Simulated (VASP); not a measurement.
Given:

```yaml
crystal:
  lattice:
    - [0.00000, 2.29505, 2.29505]
    - [2.29505, 0.00000, 2.29505]
    - [2.29505, 2.29505, 0.00000]
  atoms:
    - { symbol: B, position: [0.00000, 0.00000, 0.00000] }
    - { symbol: P, position: [0.25000, 0.25000, 0.25000] }
```

The numbers are results of PBE GGA with D4 dispersion, VASP's PBE PAW potentials (set 64) (plane waves; VASP), not measurements. Settings: 520 eV cut-off, 10×10×10 Γ-centred mesh, Gaussian smearing of 0.050 eV, potentials B P.

Question: What does the run give for the energy per atom (σ→0), pressure?

Answer: 
```yaml
energy per atom (σ→0): -656.3 kJ/mol-atom
pressure: -8.88 GPa
```

Total energies compare only between runs with the same potentials, cut-off and functional.

The compound is BP in the zinc blende structure. This cell is one point of a volume scan, at 1.06 of the reference volume.
